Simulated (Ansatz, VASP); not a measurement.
One calculation of Na16AsS7 (a cell with a defect), two programs

```
Na As S
1.0
     0.00000    6.49831    6.49831
     6.49831    0.00000    6.49831
     6.49831    6.49831    0.00000
Na As S
16 1 7
Direct
  0.12843 0.12843 0.12843
  0.12843 0.12843 0.61472
  0.12843 0.61472 0.12843
  0.12736 0.62421 0.62421
  0.61472 0.12843 0.12843
  0.62421 0.12736 0.62421
  0.62421 0.62421 0.12736
  0.62421 0.62421 0.62421
  0.37579 0.37579 0.37579
  0.37579 0.37579 0.87264
  0.37579 0.87264 0.37579
  0.38528 0.87157 0.87157
  0.87264 0.37579 0.37579
  0.87157 0.38528 0.87157
  0.87157 0.87157 0.38528
  0.87157 0.87157 0.87157
  0.00000 0.00000 0.00000
  0.00000 0.00000 0.50000
  0.00000 0.50000 0.00000
  0.00000 0.50000 0.50000
  0.50000 0.00000 0.00000
  0.50000 0.00000 0.50000
  0.50000 0.50000 0.00000
  0.50000 0.50000 0.50000
```

Alike in both runs: functional PBE; k mesh 3 × 3 × 3; occupations fermi-dirac, width 0.01 eV; collinear spin.

Ansatz relaxed the structure, and its values are those at the end. VASP's run is a single point on that final structure, the one shown.

```csv
,VASP,Ansatz
version,VASP 6.6.1,Ansatz 0.2.0
potentials or method,"VASP PAW PBE potentials, release 64 (Na_pv, As, S)","plane-wave PAW, scalar-relativistic"
plane-wave cutoff (eV),520,420
valence electrons in the cell,159,201
```

|  | VASP | Ansatz | Ansatz less VASP |
| --- | --- | --- | --- |
| pressure (GPa) | 1.8 | 1.8 | -0.02 |
| rms of the force components (eV/Å) | 0.003 | 0.003 | -0.0004 |
| net moment per atom (μB) | 0.04 | 0.04 | 0.000 |
| size of the moment on the site where the two differ most (μB) | 0.32 | 0.44 | +0.120 |

Site moments also hang on the region over which each program counts them. With one functional, cell and mesh, what is left measures potentials, basis and numerics. The two sets of potentials don't hold the same shells in valence. Ansatz warned: «stress_scf_threshold_loose».
